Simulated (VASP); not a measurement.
These are PBEsol GGA, VASP's PBE PAW potentials (set 64) (plane waves; VASP) values and carry that method's errors.

The input files of a VASP run:

### POSCAR
```
MoSi2
4.5155240
 -0.3532314055   0.3532314055   0.8662881638
  0.3532314055  -0.3532314055   0.8662881638
  0.3532314055   0.3532314055  -0.8662881638
Si Mo
2 1
Cartesian
  0.0000000000  -0.0000000000   1.1520682995
 -0.0000000000   0.0221458240   0.5805080281
  0.0000000000   0.0000000000   0.0000000000
```

KPOINTS:
```
kpoints
0
G
12 12 12
```

**INCAR**
```
ALGO  =  Normal
EDIFF  =  1E-7
ENCUT  =  480
GGA  =  PS
ISIF  =  2
ISMEAR  =  1
LASPH  =  .True.
LCHARG  =  .False.
LMAXMIX  =  4
LREAL  =  .False.
LWAVE  =  .False.
NELM  =  100
PREC  =  Accurate
SIGMA  =  0.1
SYSTEM  =  MoSi2
```

POTCAR, in this order: Si Mo_sv (PBE.64 set). Program: vasp_std.

Output of the run:

OSZICAR:
```
       N       E                     dE             d eps       ncg     rms          rms(c)
DAV:   1     0.114325493021E+03    0.11433E+03   -0.11020E+04 14296   0.131E+03
DAV:   2    -0.232008886636E+02   -0.13753E+03   -0.13572E+03 17661   0.326E+02
DAV:   3    -0.259934825246E+02   -0.27926E+01   -0.27534E+01 18944   0.423E+01
DAV:   4    -0.260065154934E+02   -0.13033E-01   -0.13032E-01 16569   0.338E+00
DAV:   5    -0.260066314935E+02   -0.11600E-03   -0.11600E-03 19068   0.286E-01    0.232E+01
DAV:   6    -0.252109579610E+02    0.79567E+00   -0.72313E+00 16744   0.187E+01    0.512E+00
DAV:   7    -0.250796637082E+02    0.13129E+00   -0.10761E+00 15968   0.667E+00    0.481E+00
DAV:   8    -0.250383447365E+02    0.41319E-01   -0.13049E-01 17346   0.296E+00    0.457E-01
DAV:   9    -0.250373223351E+02    0.10224E-02   -0.24451E-03 17591   0.429E-01    0.241E-01
DAV:  10    -0.250372210446E+02    0.10129E-03   -0.68526E-04 17185   0.248E-01    0.614E-02
DAV:  11    -0.250372092544E+02    0.11790E-04   -0.21875E-04 17024   0.117E-01    0.360E-02
DAV:  12    -0.250372050646E+02    0.41898E-05   -0.28572E-05 16268   0.392E-02    0.682E-03
DAV:  13    -0.250372047335E+02    0.33106E-06   -0.64135E-07 17227   0.737E-03    0.194E-03
DAV:  14    -0.250372046730E+02    0.60551E-07   -0.89692E-09  9030   0.897E-04
   1 F= -.25037205E+02 E0= -.25037102E+02  d E =-.307435E-03
```

**OUTCAR**
```
------------------------ aborting loop because EDIFF is reached ----------------------------------------
  FORCE on cell =-STRESS in cart. coord.  units (eV):
  Direction    XX          YY          ZZ          XY          YZ          ZX
  --------------------------------------------------------------------------------------
  Total        0.2859351      0.1722693      0.1708505      0.0000000      0.1575968      0.0000000
  in kB       11.5083388      6.9335091      6.8764032      0.0000000      6.3429661      0.0000000
  external PRESSURE =       8.4394171 kB  Pullay stress =       0.0000000 kB
  volume of cell :       39.81
      direct lattice vectors                 reciprocal lattice vectors
    -1.595024889  1.595024889  3.911744994     0.000000000  0.313474732  0.127820193
     1.595024889 -1.595024889  3.911744994     0.313474732  0.000000000  0.127820193
     1.595024889  1.595024889 -3.911744994     0.313474732  0.313474732  0.000000000
 POSITION                                       TOTAL-FORCE (eV/Angst)
 -----------------------------------------------------------------------------------
      0.00000      0.00000      5.20219         0.000000      0.319545     -0.039074
     -0.00000      0.10000      2.62130         0.000000     -0.827616     -0.042524
      0.00000      0.00000      0.00000        -0.000000      0.508071      0.081598
 -----------------------------------------------------------------------------------
    total drift:                                0.000000      0.000034     -0.000001
  FREE ENERGIE OF THE ION-ELECTRON SYSTEM (eV)
  ---------------------------------------------------
  free  energy   TOTEN  =       -25.0372046730 eV

  energy  without entropy=      -25.0368972380  energy(sigma->0) =      -25.03710219
```
(Selected blocks of OUTCAR.)

The compound is MoSi2 in the MoSi2 type structure. This cell was strained or had an atom moved on purpose.
